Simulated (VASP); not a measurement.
Level of theory: r2SCAN meta-GGA, VASP's PBE PAW potentials (set 64) (plane waves; VASP).

VASP ran on this input.

### POSCAR
```
Mg
1
    3.1853243133     0.0000000000     0.0000000000
   -1.5926621566     2.7585722179    -0.0000000000
   -0.0000000000     0.0000000000     5.0989389977
Mg
2
Direct
  0.6666670000   0.3333330000   0.7500000000
  0.3333330000   0.6666670000   0.2500000000
```

File KPOINTS:
```
Automatic mesh
0
Gamma
12 12 7
0 0 0
```

### INCAR
```
SYSTEM  =  Mg
PREC  =  Accurate; ENCUT  =  480; LREAL  =  .FALSE.
LASPH  =  .TRUE.
EDIFF  =  1E-6; NELM  =  100; ALGO  =  Normal
LMIXTAU  =  .TRUE.
ISMEAR  =  1; SIGMA  =  0.1
METAGGA  =  R2SCAN
IBRION  =  2; NSW  =  60; ISIF  =  3
EDIFFG  =  -0.01
LWAVE  =  .FALSE.; LCHARG  =  .FALSE.
```

POTCAR, in this order: Mg (PBE.64 set). Program: vasp_std.

The resulting files:

OSZICAR:
```
       N       E                     dE             d eps       ncg     rms          rms(c)
DAV:   1    -0.556981658868E+01   -0.55698E+01   -0.13064E+03   912   0.466E+02
DAV:   2    -0.831556399385E+01   -0.27457E+01   -0.26143E+01  1230   0.290E+01
DAV:   3    -0.833454708388E+01   -0.18983E-01   -0.18924E-01  1314   0.325E+00
DAV:   4    -0.833460726824E+01   -0.60184E-04   -0.60184E-04  1296   0.156E-01
DAV:   5    -0.833460753944E+01   -0.27121E-06   -0.27105E-06  1278   0.776E-03    0.967E-01
DAV:   6    -0.827855125477E+01    0.56056E-01   -0.92555E-02  1092   0.188E+00    0.700E-01
DAV:   7    -0.829776353122E+01   -0.19212E-01   -0.43643E-02  1014   0.219E+00    0.135E-01
DAV:   8    -0.829957087851E+01   -0.18073E-02   -0.10414E-02  1020   0.938E-01    0.283E-02
DAV:   9    -0.829928808321E+01    0.28280E-03   -0.16372E-03  1014   0.407E-01    0.231E-02
DAV:  10    -0.829958984935E+01   -0.30177E-03   -0.71274E-04  1050   0.272E-01    0.810E-03
DAV:  11    -0.829966262648E+01   -0.72777E-04   -0.17687E-05  1146   0.518E-02    0.158E-03
DAV:  12    -0.829964910407E+01    0.13522E-04   -0.17845E-06  1146   0.106E-02    0.107E-03
DAV:  13    -0.829965748833E+01   -0.83843E-05   -0.13272E-06  1026   0.144E-02    0.352E-04
DAV:  14    -0.829965452248E+01    0.29658E-05   -0.31687E-07   636   0.508E-03    0.610E-05
DAV:  15    -0.829965456973E+01   -0.47251E-07   -0.76776E-09   606   0.859E-04
   1 F= -.82996546E+01 E0= -.82995372E+01  d E =-.829965E+01
```

**OUTCAR**
```
------------------------ aborting loop because EDIFF is reached ----------------------------------------
  FORCE on cell =-STRESS in cart. coord.  units (eV):
  Direction    XX          YY          ZZ          XY          YZ          ZX
  --------------------------------------------------------------------------------------
  Total       -0.0027739     -0.0027739     -0.0129194     -0.0000000      0.0000000      0.0000000
  in kB       -0.0991944     -0.0991944     -0.4619911     -0.0000000      0.0000000      0.0000000
  external PRESSURE =      -0.2201266 kB  Pullay stress =       0.0000000 kB
  volume of cell :       44.80
      direct lattice vectors                 reciprocal lattice vectors
     3.185324313  0.000000000  0.000000000     0.313939776  0.181253185  0.000000000
    -1.592662157  2.758572218  0.000000000     0.000000000  0.362506370  0.000000000
     0.000000000  0.000000000  5.098938998     0.000000000  0.000000000  0.196119232
 POSITION                                       TOTAL-FORCE (eV/Angst)
 -----------------------------------------------------------------------------------
      1.59266      0.91952      3.82420        -0.000000      0.000000      0.000000
     -0.00000      1.83905      1.27473         0.000000     -0.000000      0.000000
 -----------------------------------------------------------------------------------
    total drift:                                0.000005     -0.000004      0.000001
  FREE ENERGIE OF THE ION-ELECTRON SYSTEM (eV)
  ---------------------------------------------------
  free  energy   TOTEN  =        -8.2996545697 eV

  energy  without entropy=       -8.2993023192  energy(sigma->0) =       -8.29953715

 reached required accuracy - stopping structural energy minimisation
```
(Selected blocks of OUTCAR.)

OUTCAR:
```
 val. band max:        2.6676515866   @ k =   0.2500   0.0833   0.0000

 cond. band min:       2.6943277105   @ k =   0.4167   0.0833   0.4286


 Fermi energy:         2.6838239692

 k-point     1 :       0.0000    0.0000    0.0000
  band No.  band energies     occupation
      1      -4.7220      2.00000
      2       0.9113      2.00000
      3       1.7183      2.00000
      4      14.4627      0.00000
      5      14.4627      0.00000
      6      14.6347      0.00000

 k-point     2 :       0.0833   -0.0000    0.0000
  band No.  band energies     occupation
      1      -4.5755      2.00000
      2       1.0462      2.00000
      3       1.8569      2.00000
      4      12.0441      0.00000
      5      13.2068      0.00000
      6      14.0770      0.00000

 k-point     3 :       0.1667   -0.0000    0.0000
  band No.  band energies     occupation
      1      -4.1372      2.00000
      2       1.4511      2.00000
      3       2.2656      2.00000
      4       9.3424      0.00000
      5      12.1054      0.00000
      6      12.7412      0.00000

 k-point     4 :       0.2500   -0.0000    0.0000
  band No.  band energies     occupation
      1      -3.4110      2.00000
      2       2.1266      2.00000
      3       2.9069     -0.00708
      4       6.8622      0.00000
      5      11.2481      0.00000
      6      11.3370      0.00000

 k-point     5 :       0.3333   -0.0000    0.0000
  band No.  band energies     occupation
      1      -2.4038      2.00000
      2       3.0737     -0.00000
      3       3.4433     -0.00000
      4       4.9721      0.00000
      5       9.6056      0.00000
      6       9.8286      0.00000

 k-point     6 :       0.4167   -0.0000    0.0000
  band No.  band energies     occupation
      1      -1.1258      2.00000
      2       2.1461      2.00000
      3       4.2918     -0.00000
      4       5.3912      0.00000
      5       7.5685      0.00000
      6       8.2524      0.00000
...
```

The compound is Mg in the hcp structure. It was relaxed first. The start is the result of an earlier pass.
